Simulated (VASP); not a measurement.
Data:

```
Cr
1.0
    2.96147     0.00000     0.00000
    0.00000     2.96147     0.00000
    0.00000     0.00000     2.96147
Cr
2
Direct
  0.00000   0.00000   0.00000
  0.50000   0.50000   0.50000
```
Starting moments (μB, in the order of the record's atoms Cr Cr): 2.7 -2.7.

These are r2SCAN meta-GGA, VASP's PBE PAW potentials (set 64) (plane waves; VASP) values and carry that method's errors. Settings: 480 eV cut-off, 12×12×12 Γ-centred mesh, first-order Methfessel-Paxton smearing of 0.10 eV, potentials Cr_pv.

Energy and stress use the plane-wave basis of the starting cell.

Task: The ions, cell shape and volume at an external pressure of 10.0 GPa are relaxed. Predict the relaxed structure.

Result: 
```
Cr
1.0
    2.88595     0.00000     0.00000
    0.00000     2.88595     0.00000
    0.00000     0.00000     2.88595
Cr
2
Direct
  0.00000   0.00000   0.00000
  0.50000   0.50000   0.50000
```
Space group Im-3m (229), at a tolerance of 0.03 Å. The cell ends with 0.00 μB, on the sites 2.33 -2.33 μB.

Task: How do energy and volume change from the first to the last step?

Result: The energy (σ→0) changes by +28.7 meV/atom and the volume by -7.5 %, in 4 ionic steps.

The compound is Cr in the bcc, AFM order structure. This run relaxes it under an external pressure of 10 GPa. Symmetry was kept, so distortions that lower it aren't found.
